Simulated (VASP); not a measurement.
Input:

```xyz
2
Lattice="0.0000 1.7694 1.7694 1.7694 0.0000 1.7694 1.7694 1.7694 0.0000" Properties=species:S:1:pos:R:3 pbc="T T T"
C      0.0000     0.0000     0.0000
C      0.8847     0.8847     0.8847
```

Computed with PBEsol GGA, VASP's PBE PAW potentials (set 64) (plane waves; VASP). Settings: 600 eV cut-off, 12×12×12 Γ-centred mesh, Gaussian smearing of 0.050 eV, potentials C.

Task: Give the stress tensor in GPa (positive for a compressed cell).

Result: 
```
6.30  0.00  0.00
0.00  6.30  0.00
0.00  0.00  6.30
```
The pressure is its mean diagonal, 6.30 GPa.

The compound is C in the diamond structure. This cell was strained or had an atom moved on purpose.
